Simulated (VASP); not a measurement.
# Ba2YRuO6: structure and properties in VASP, part 2 of 5

What structure does Ba2YRuO6 take at this level, and what are its properties? The start is a cell from a database of measured crystal structures.

VASP 6.6.1; r2SCAN, no spin polarisation; plane waves and PAW (Ba_sv, Y_sv, Ru_pv, O).

Still holding for the runs below: This run has no spin polarisation, although Ru can carry a moment. Its electron count is odd, so without a moment it is a metal by construction.

So far. Step 3 (Full relaxation (r2SCAN)): It ends with a largest force of 0.008 eV/Å and a pressure of 0.03 GPa. The volume lies +0.5 % from that of the database's start. The relaxed cell has a = 8.353 Å (conventional setting).

## (4) Single point with fields (r2SCAN)

The relaxed cell gets a fresh self-consistent run, on a basis set for its own volume, to fix the density and to check the remaining stress.

Input file INCAR:

```
SYSTEM = Ba2YRuO6
PREC = Accurate
ENCUT = 520
EDIFF = 1E-06
NELM = 100
ISMEAR = 0
SIGMA = 0.05
LREAL = .FALSE.
ALGO = Normal
METAGGA = R2SCAN
LASPH = .TRUE.
NBANDS = 50
LORBIT = 11
LWAVE = .FALSE.
LCHARG = .TRUE.
ISIF = 2
LELF = .TRUE.
LVHAR = .TRUE.
```

Input file POSCAR:

```
Ba2YRuO6
1.0
    0.0000000000      4.1767343012      4.1767343012
    4.1767343012      0.0000000000      4.1767343012
    4.1767343012      4.1767343012      0.0000000000
Ba Y Ru O
2 1 1 6
Direct
    0.2500000000      0.2500000000      0.2500000000
    0.7500000000      0.7500000000      0.7500000000
    0.0000000000      0.0000000000      0.0000000000
    0.5000000000      0.5000000000      0.5000000000
    0.7342083481      0.2657916519      0.2657916519
    0.2657916519      0.7342083481      0.2657916519
    0.2657916519      0.7342083481      0.7342083481
    0.7342083481      0.2657916519      0.7342083481
    0.2657916519      0.2657916519      0.7342083481
    0.7342083481      0.7342083481      0.2657916519
```

Input file KPOINTS:

```
Automatic mesh
0
Gamma
6 6 6
0 0 0
```

The projector-augmented-wave data sets are Ba_sv, Y_sv, Ru_pv and O (PBE family, release 64).

Run with:

```
> mpirun -np 8 vasp_std
```

Log:

```text
[banner, memory and clock lines left out]
running    8 mpi-ranks, on    1 nodes
 distrk:  each k-point on    8 cores,    1 groups
 distr:  one band on    1 cores,    8 groups

 POSCAR found type information on POSCAR BaY RuO
 POSCAR found :  4 types and      10 ions
 [... a notice as in an earlier step ...]

 [... a notice as in an earlier step ...]

 LDA part: xc-table for (None), standard interpolation
|                                                                             |
|           W    W    AA    RRRRR   N    N  II  N    N   GGGG   !!!           |
|           W    W   A  A   R    R  NN   N  II  NN   N  G    G  !!!           |
|           W    W  A    A  R    R  N N  N  II  N N  N  G       !!!           |
|           W WW W  AAAAAA  RRRRR   N  N N  II  N  N N  G  GGG   !            |
|           WW  WW  A    A  R   R   N   NN  II  N   NN  G    G                |
|           W    W  A    A  R    R  N    N  II  N    N   GGGG   !!!           |
|                                                                             |
|     The number of bands has been changed from the values supplied in        |
|     The orbitals not found in the WAVECAR file will be initialized with     |
|     random numbers, which is usually adequate. For correlated               |
|     calculations, however, you should redo the groundstate calculation.     |
|     I found NBANDS = 50. Now, NBANDS = 56.                                  |
|                                                                             |

 POSCAR, INCAR and KPOINTS ok, starting setup
 FFT: planning ... GRIDC
 FFT: planning ... GRID_SOFT
 FFT: planning ... GRID
 WAVECAR not read
 entering main loop
       N       E                     dE             d eps       ncg     rms          rms(c)
DAV:   1     0.532201268556E+03    0.53220E+03   -0.44349E+04  1792   0.145E+03
DAV:   2    -0.156409219236E+03   -0.68861E+03   -0.65608E+03  2200   0.362E+02
DAV:   3    -0.201520974409E+03   -0.45112E+02   -0.44573E+02  2272   0.928E+01
DAV:   4    -0.203299417902E+03   -0.17784E+01   -0.17735E+01  2824   0.145E+01
DAV:   5    -0.203326011821E+03   -0.26594E-01   -0.26591E-01  2208   0.174E+00    0.603E+01
DAV:   6    -0.163729287555E+03    0.39597E+02   -0.63023E+01  1848   0.464E+01    0.327E+01
DAV:   7    -0.161575936407E+03    0.21534E+01   -0.19041E+01  2040   0.300E+01    0.269E+01
DAV:   8    -0.160935689149E+03    0.64025E+00   -0.18725E+00  2080   0.830E+00    0.967E+00
DAV:   9    -0.160982217852E+03   -0.46529E-01   -0.26640E-01  2496   0.245E+00    0.127E+00
DAV:  10    -0.160984151282E+03   -0.19334E-02   -0.10085E-02  2320   0.459E-01    0.385E-01
DAV:  11    -0.160984053631E+03    0.97651E-04   -0.24375E-03  2232   0.228E-01    0.980E-02
DAV:  12    -0.160984108773E+03   -0.55142E-04   -0.30859E-04  2264   0.771E-02    0.581E-02
DAV:  13    -0.160984134599E+03   -0.25825E-04   -0.43717E-05  2200   0.338E-02    0.130E-02
DAV:  14    -0.160984136023E+03   -0.14244E-05   -0.53912E-06  2096   0.140E-02    0.356E-03
DAV:  15    -0.160984136426E+03   -0.40325E-06   -0.77842E-07  1280   0.535E-03
   1 F= -.16098414E+03 E0= -.16097944E+03  d E =-.938619E-02
```

Elapsed: 3.5 min, on 8 MPI ranks of Intel Xeon Platinum 8259CL at 2.50GHz (Skylake/Cascade Lake), shared host; peak memory 1.7 GiB; 22 min of CPU time.

Parts of OUTCAR (step 4):

```text
  LATTYP: Found a face centered cubic cell.
 ALAT       =     8.3534686024

The static configuration has the point symmetry O_h .

 Found     16 irreducible k-points:

   k-points           NKPTS =     16   k-points in BZ     NKDIM =     16   number of bands    NBANDS=     56

   ENCUT  =  520.0 eV  38.22 Ry    6.18 a.u.  10.98 10.98 10.98*2*pi/ulx,y,z

   NELECT =      81.0000    total number of electrons

 E-fermi :   4.0304

 k-point     1 :       0.0000    0.0000    0.0000
  band No.  band energies     occupation
    ...
     38       2.4786      2.00000
     39       2.4786      2.00000
     40       3.6016      2.00000
     41       3.6016      2.00000
     42       3.6016      2.00000
     43       7.2626      0.00000
     44       7.2626      0.00000
     45       7.8323      0.00000
     46       7.8323      0.00000
     47       9.1250      0.00000
    ...

 k-point     2 :       0.1667    0.0000    0.0000
  band No.  band energies     occupation
    ...
     38       2.3338      2.00000
     39       2.4096      2.00000
     40       3.6814      2.00000
     41       3.7593      2.00000
     42       3.7593      2.00000
     43       7.5309      0.00000
     44       7.5309      0.00000
     45       8.1425      0.00000
     46       8.1425      0.00000
     47       9.0102      0.00000
    ...

  Total        0.0268823      0.0268823      0.0268823     -0.0000000      0.0000000      0.0000000
  in kB        0.2955535      0.2955535      0.2955535     -0.0000000      0.0000000      0.0000000
  external PRESSURE =       0.2955535 kB  Pullay stress =       0.0000000 kB

 POSITION                                       TOTAL-FORCE (eV/Angst)
 -----------------------------------------------------------------------------------
      2.08837      2.08837      2.08837        -0.000000     -0.000000      0.000000
      6.26510      6.26510      6.26510        -0.000000      0.000000      0.000000
      0.00000      0.00000      0.00000        -0.000000      0.000000      0.000000
      4.17673      4.17673      4.17673        -0.000000      0.000000      0.000000
      2.22028      4.17673      4.17673        -0.008805      0.000000      0.000000
      4.17673      2.22028      4.17673        -0.000000     -0.008805      0.000000
      6.13319      4.17673      4.17673         0.008805      0.000000      0.000000
      4.17673      6.13319      4.17673        -0.000000      0.008805      0.000000
      4.17673      4.17673      2.22028        -0.000000      0.000000     -0.008805
      4.17673      4.17673      6.13319        -0.000000      0.000000      0.008805
 -----------------------------------------------------------------------------------
    total drift:                                0.000000      0.000000      0.000000

  FREE ENERGIE OF THE ION-ELECTRON SYSTEM (eV)
  ---------------------------------------------------
  free  energy   TOTEN  =      -160.9841364261 eV

  energy  without entropy=     -160.9747502317  energy(sigma->0) =     -160.97944333

 total charge
# of ion       s       p       d       f       tot
--------------------------------------------------
    1        2.012   5.642   0.245   0.000   7.899
    2        2.012   5.642   0.245   0.000   7.899
    3        2.181   6.571   1.103   0.193  10.048
    4        0.392   6.427   5.582   0.000  12.401
    5        1.568   3.462   0.000   0.000   5.031
    6        1.568   3.462   0.000   0.000   5.031
    7        1.568   3.462   0.000   0.000   5.031
    8        1.568   3.462   0.000   0.000   5.031
    9        1.568   3.462   0.000   0.000   5.031
   10        1.568   3.462   0.000   0.000   5.031
--------------------------------------------------
tot         16.008  45.055   7.175   0.193  68.431

[... 4 parts as in an earlier step ...]

[... 6 further parts left out ...]
```

Numbers from this step:

| Item | Value |
| --- | --- |
| SCF cycles | 15 |
| bands | 56 |
| free energy (TOTEN) | -160.9841 eV |
| energy at zero smearing | -160.9794 eV |
| pressure | 0.02956 GPa |

Valence electrons inside each PAW sphere by angular momentum. Sphere charges, by row:

| atom | s (e) | p (e) | d (e) | f (e) | tot (e) |
| --- | --- | --- | --- | --- | --- |
| Ba1 | 2.012 | 5.642 | 0.245 | 0 | 7.899 |
| Ba2 | 2.012 | 5.642 | 0.245 | 0 | 7.899 |
| Y3 | 2.181 | 6.571 | 1.103 | 0.193 | 10.05 |
| Ru4 | 0.392 | 6.427 | 5.582 | 0 | 12.4 |
| O5 | 1.568 | 3.462 | 0 | 0 | 5.031 |
| O6 | 1.568 | 3.462 | 0 | 0 | 5.031 |
| O7 | 1.568 | 3.462 | 0 | 0 | 5.031 |
| O8 | 1.568 | 3.462 | 0 | 0 | 5.031 |
| O9 | 1.568 | 3.462 | 0 | 0 | 5.031 |
| O10 | 1.568 | 3.462 | 0 | 0 | 5.031 |

Electrostatic potential energy in the ac plane of the conventional cell at fractional y = 0.000, with atoms of Y and Ru and O within 0.2 Å of it. With pseudopotentials it is smooth inside the atoms' cores, unlike the true potential.

Ten even steps from '0' (-55 eV) to '9' (4 eV), each cell a mean:
```
56788203840002761158765
66799868973125897799876
78899999997668999999987
89999999998579999999998
47999999994017999999995
03999999993017999999971
04999999997359999999971
58999999999889999999996
67999999988778999999987
13798789976667899779852
00483128876556785117620
00372117875556783005610
01586359876566897348730
35899999987777899999974
78999999998889999999998
26999999999789999999983
13999999995128999999960
15999999993117999999982
79999999996238999999998
88999999998789999999998
77899999985347999999877
56789536851003784379866
55787112730001650048765
```
Columns run along a (8.4 Å; values clipped at the 3rd and 97th percentile), rows up along c (8.4 Å), edges of the conventional cell, whose origin can differ from the input's. Atoms in or near the plane, at fractional coordinates: Y at (0.00, 0.00), Y at (0.50, 0.50), Ru at (0.50, 0.00), Ru at (0.00, 0.50), O at (0.27, 0.00), O at (0.77, 0.50), O at (0.73, 0.00), O at (0.23, 0.50), O at (0.00, 0.27), O at (0.50, 0.77), O at (0.50, 0.23), O at (0.00, 0.73).

Valence density in the ac plane of the conventional cell at fractional y = 0.000, with atoms of Y and Ru and O within 0.2 Å of it. It is the smooth field of the valence electrons, not physical close to the nuclei.

Values in e/Å³, 12 rows by 16 columns, each cell a mean:
```
3.1 1.3 0.4 1.9 3.7 1.5 0.9 4.1 4.9 1.7 0.9 3.2 2.8 0.6 0.7 2.6
0.6 0.3 0.1 0.2 0.2 0.2 0.3 1.0 1.3 0.5 0.2 0.2 0.2 0.1 0.2 0.5
3.8 0.9 0.1 0.0 0.0 0.1 0.6 4.1 5.5 1.2 0.1 0.0 0.0 0.1 0.5 2.8
4.5 1.0 0.1 0.1 0.0 0.1 0.4 1.8 2.4 0.6 0.1 0.0 0.0 0.1 0.5 3.4
1.3 0.5 0.2 0.5 0.4 0.2 0.2 0.7 0.9 0.3 0.1 0.3 0.5 0.3 0.3 1.1
6.2 2.1 1.2 4.5 3.9 0.7 0.9 3.2 3.8 1.6 0.5 2.6 5.2 2.0 1.2 5.2
4.9 1.7 0.9 3.2 2.8 0.6 0.7 2.6 3.1 1.3 0.4 1.9 3.7 1.5 0.9 4.1
1.3 0.5 0.2 0.2 0.2 0.1 0.2 0.5 0.6 0.3 0.1 0.2 0.2 0.2 0.3 1.0
5.5 1.2 0.1 0.0 0.0 0.1 0.5 2.8 3.8 0.9 0.1 0.0 0.0 0.1 0.6 4.1
2.4 0.6 0.1 0.0 0.0 0.1 0.5 3.4 4.5 1.0 0.1 0.1 0.0 0.1 0.4 1.8
0.9 0.3 0.1 0.3 0.5 0.3 0.3 1.1 1.3 0.5 0.2 0.5 0.4 0.2 0.2 0.7
3.8 1.6 0.5 2.6 5.2 2.0 1.2 5.2 6.2 2.1 1.2 4.5 3.9 0.7 0.9 3.2
```
Columns run along a (8.4 Å), rows up along c (8.4 Å), edges of the conventional cell, whose origin can differ from the input's. Atoms in or near the plane, at fractional coordinates: Y at (0.00, 0.00), Y at (0.50, 0.50), Ru at (0.50, 0.00), Ru at (0.00, 0.50), O at (0.27, 0.00), O at (0.77, 0.50), O at (0.73, 0.00), O at (0.23, 0.50), O at (0.00, 0.27), O at (0.50, 0.77), O at (0.50, 0.23), O at (0.00, 0.73).

ELF in the ac plane of the conventional cell at fractional y = 0.000, with atoms of Y and Ru and O within 0.2 Å of it. It is the smooth field of the valence electrons, not physical close to the nuclei.

Ten even steps from '_' (0.01) to '@' (0.82), each cell a mean:
```
%%%%++::%%@@##@@**--==..--====%%%%%%@@++--##%%
%%##--::##@@@@%%==::==--==--::**@@@@@@==..++##
--::..__==####==....--==--::..::**##++..__..--
++==--....::..__..==%%%%%%**::__..::..__..==++
@@@@##--________--%%@@##%%@@++..______..++@@@@
**@@@@==________==@@@@**%%@@##::______::##@@%%
##@@%%--________--%%@@@@@@@@++..______..**@@%%
%%%%==..__....__..--++++++==..__..::..__::**%%
==--....==****--__..::----..__..++##++::..::==
--==::==%%@@@@##..--######++..==@@@@@@**::--==
..==--**@@##@@%%::++%%%%%%##--++@@%%%%%%--==--
__----**%%**%%%%--**%%##%%##--++@@**##%%==--..
--==--++@@@@@@%%::++%%%%%%##::++@@@@@@%%--====
----..--##%%%%++..::++**++--..--%%@@%%==..::--
**++::..::====::__..::--::..__..--==--....==**
%%@@**::________::++%%%%%%##--__________==%%@@
**@@%%==________==%%@@%%@@@@**..______..##@@##
%%@@%%==________==%%@@**##@@**..______::##@@@@
%%%%++..________::##@@%%@@%%==________..==##%%
--::..__..====::..--++****==....--==--..__::::
++==::..++%%%%**::..------::..==%%@@##--..--++
%%%%==::%%@@@@@@++--==--====--%%@@@@@@==::##%%
##%%++--%%%%**%%**----__..--==%%##**@@++--%%%%
```
Columns run along a (8.4 Å), rows up along c (8.4 Å), edges of the conventional cell, whose origin can differ from the input's. Atoms in or near the plane, at fractional coordinates: Y at (0.00, 0.00), Y at (0.50, 0.50), Ru at (0.50, 0.00), Ru at (0.00, 0.50), O at (0.27, 0.00), O at (0.77, 0.50), O at (0.73, 0.00), O at (0.23, 0.50), O at (0.00, 0.27), O at (0.50, 0.77), O at (0.50, 0.23), O at (0.00, 0.73).

In this run the pressure is 0.03 GPa, small enough to go on.

(Part 2 of 5 ends here.)

[Lines on the potential files, build, host, timing and source positions are cut from VASP's logs without a mark.]

[Logs are printed without paths, hosts, clocks, repeated set-up lines and the standing remarks that a program may print on its own settings, such as how far it seeks lower states.]

[Hosts, paths, dates, database ids (printed as entryN), source tags and the programs' standing remarks are cut or masked in the printed files.]

[A measured line is paired with the nearest computed mode of its activity, which favours agreement.]
